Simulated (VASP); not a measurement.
Crystal: Mg6SiSb.

```xyz
8
Lattice="5.1472 0.0000 0.0000 0.0000 2.9859 5.7678 0.0000 -2.9859 5.7678" Properties=species:S:1:pos:R:3 pbc="T T T"
Sb    2.5736    0.0000    7.4223
Si    0.0000    0.0000   10.1287
Mg    2.5736    0.0000    1.9816
Mg    2.5736    1.5393    4.6687
Mg    2.5736   -1.5393    4.6687
Mg    0.0000    0.0000    3.7856
Mg    0.0000    1.5074    6.7434
Mg    0.0000   -1.5074    6.7434
```

The cell comes from a database or a generator and needn't be the stable form of this composition.

* Program: VASP 6.6.1
* Task: single point
* Functional: PBE
* Potentials or basis: VASP PAW PBE potentials, release 64 (Sb, Si, Mg)
* Cutoff: 520 eV
* k mesh: 5 × 5 × 5
* Occupations: fermi-dirac, width 0.05 eV
* Spin: no spin polarisation

On this cell: pressure 0.2 GPa; largest force 0.052 eV/Å; band gap on the k mesh none (metal or under the smearing width).

The same run follows on a disturbed copy (atoms moved at random, drawn with an rms of 0.05 Å):

```
CELL_PARAMETERS angstrom
5.14715 0.00000 0.00000
0.00000 2.98595 5.76781
0.00000 -2.98595 5.76781
ATOMIC_POSITIONS crystal
Sb 0.49428 0.63701 0.64961
Si 0.99393 0.88494 0.86495
Mg 0.50368 0.17945 0.16824
Mg 0.49436 0.66039 0.15509
Mg 0.48765 0.14498 0.65893
Mg 0.99807 0.33075 0.33438
Mg 0.99291 0.83694 0.32692
Mg 0.99083 0.32441 0.84435
```

Task: What does the disturbed cell give?

Result: The energy (extrapolated to zero smearing) moves by +4.8 meV/atom; pressure 0.2 GPa; largest force 0.249 eV/Å; band gap on the k mesh none (metal or under the smearing width).

Forces in eV/Å, atoms in the order of the input:
```
Sb  -0.038  0.237 -0.058
Si  -0.031 -0.210  0.095
Mg  -0.144 -0.202  0.012
Mg   0.019  0.146 -0.044
Mg   0.097 -0.105  0.033
Mg  -0.068  0.043 -0.178
Mg   0.071 -0.136  0.097
Mg   0.094  0.227  0.042
```

Stress tensor (GPa, compression positive):
```
-0.33 -0.04 -0.01
-0.04  0.73  0.18
-0.01  0.18  0.27
```
